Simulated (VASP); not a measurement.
All values below come from PBE0 hybrid, VASP's PBE PAW potentials (set 64) (plane waves; VASP 6.6.1).

A VASP calculation is set up with these files.

KPOINTS:
```
Automatic mesh
0
Gamma
10 10 10
0 0 0
```

**POSCAR**
```
C
1
    0.0000000000     1.8044131029     1.8044131029
    1.8044131029     0.0000000000     1.8044131029
    1.8044131029     1.8044131029     0.0000000000
C
2
Direct
  0.0000000000   0.0000000000   0.0000000000
  0.2500000000   0.2500000000   0.2500000000
```

INCAR:
```
HFRCUT=-1
PRECFOCK=Fast
LREAL=.FALSE.   # projection in real space or not
ENCUT=520
PREC=Accurate
AEXX=0.25
LCHARG=.FALSE.
LASPH=.TRUE.   # aspherical one-centre terms
ALGO=Normal
ISIF=2
NELM=60   # most electronic steps
EDIFF=1E-6
LWAVE=.FALSE.
ISYM=3
ISMEAR=0   # Gaussian
LHFCALC=.TRUE.
SIGMA=0.05
SYSTEM=C
GGA=PE
```

POTCAR, in this order: C (PBE.64 set). Program: vasp_std. Read from the step before: WAVECAR.

Output

**OUTCAR**
```
 ion  position               nearest neighbor table
   1  0.000  0.000  0.000-   2 1.56   2 1.56   2 1.56   2 1.56
   2  0.250  0.250  0.250-   1 1.56   1 1.56   1 1.56   1 1.56
  LATTYP: Found a face centered cubic cell.
 ALAT       =     3.6088262058
 Subroutine PRICEL returns:
 Original cell was already a primitive cell.
 Subroutine GETGRP returns: Found 48 space group operations
The static configuration has the point symmetry T_d .
 The point group associated with its full space group is O_h .
The dynamic configuration has the point symmetry T_d .
 Subroutine INISYM returns: Found 48 space group operations
 Subroutine IBZKPT returns following result:
 Found     47 irreducible k-points:

 Following reciprocal coordinates:
            Coordinates               Weight
  0.000000  0.000000  0.000000      1.000000
  0.100000  0.000000  0.000000      8.000000
  0.200000  0.000000  0.000000      8.000000
  0.300000  0.000000  0.000000      8.000000
  0.400000  0.000000  0.000000      8.000000
  0.500000  0.000000  0.000000      4.000000
  0.100000  0.100000  0.000000      6.000000
  0.200000  0.100000  0.000000     24.000000
...
```

**OSZICAR**
```
       N       E                     dE             d eps       ncg     rms          rms(c)
DAV:   1    -0.220847340785E+02   -0.22085E+02   -0.29877E-01   928   0.520E+00    0.714E-01
DAV:   2    -0.220856503280E+02   -0.91625E-03   -0.21384E-03   920   0.405E-01    0.447E-01
DAV:   3    -0.220850762531E+02    0.57407E-03   -0.47535E-04   792   0.201E-01    0.243E-01
DAV:   4    -0.220849174136E+02    0.15884E-03   -0.14077E-04   792   0.114E-01    0.131E-01
DAV:   5    -0.220848738314E+02    0.43582E-04   -0.34443E-05   832   0.582E-02    0.704E-02
DAV:   6    -0.220848613418E+02    0.12490E-04   -0.80795E-06   784   0.293E-02    0.382E-02
DAV:   7    -0.220848576302E+02    0.37116E-05   -0.19173E-06   768   0.149E-02    0.209E-02
DAV:   8    -0.220848565036E+02    0.11265E-05   -0.45926E-07   400   0.777E-03    0.116E-02
DAV:   9    -0.220848561656E+02    0.33802E-06   -0.15733E-07   376   0.508E-03
   1 F= -.22084856E+02 E0= -.22084856E+02  d E =-.108381E-24
```

### OUTCAR
```
------------------------ aborting loop because EDIFF is reached ----------------------------------------
  FORCE on cell =-STRESS in cart. coord.  units (eV):
  Direction    XX          YY          ZZ          XY          YZ          ZX
  --------------------------------------------------------------------------------------
  Total       -1.6218150     -1.6218150     -1.6218150     -0.0000000      0.0000000     -0.0000000
  in kB     -221.1434006   -221.1434006   -221.1434006     -0.0000000      0.0000000     -0.0000000
  external PRESSURE =    -221.1434006 kB  Pullay stress =       0.0000000 kB
  volume of cell :       11.75
      direct lattice vectors                 reciprocal lattice vectors
     0.000000000  1.804413103  1.804413103    -0.277098409  0.277098409  0.277098409
     1.804413103  0.000000000  1.804413103     0.277098409 -0.277098409  0.277098409
     1.804413103  1.804413103  0.000000000     0.277098409  0.277098409 -0.277098409
 POSITION                                       TOTAL-FORCE (eV/Angst)
 -----------------------------------------------------------------------------------
      0.00000      0.00000      0.00000         0.000000      0.000000      0.000000
      0.90221      0.90221      0.90221        -0.000000     -0.000000     -0.000000
 -----------------------------------------------------------------------------------
    total drift:                                0.000000     -0.000000      0.000000
  FREE ENERGIE OF THE ION-ELECTRON SYSTEM (eV)
  ---------------------------------------------------
  free  energy   TOTEN  =       -22.0848561656 eV

  energy  without entropy=      -22.0848561656  energy(sigma->0) =      -22.08485617

  exchange ACFDT corr.  =         0.00000000  see jH, gK, PRB 81, 115126
```
(Selected blocks of OUTCAR.)

The compound is C in the diamond structure. This cell is one point of a volume scan, at 1.03 of the reference volume. The cell's shape comes from a PBE relaxation.
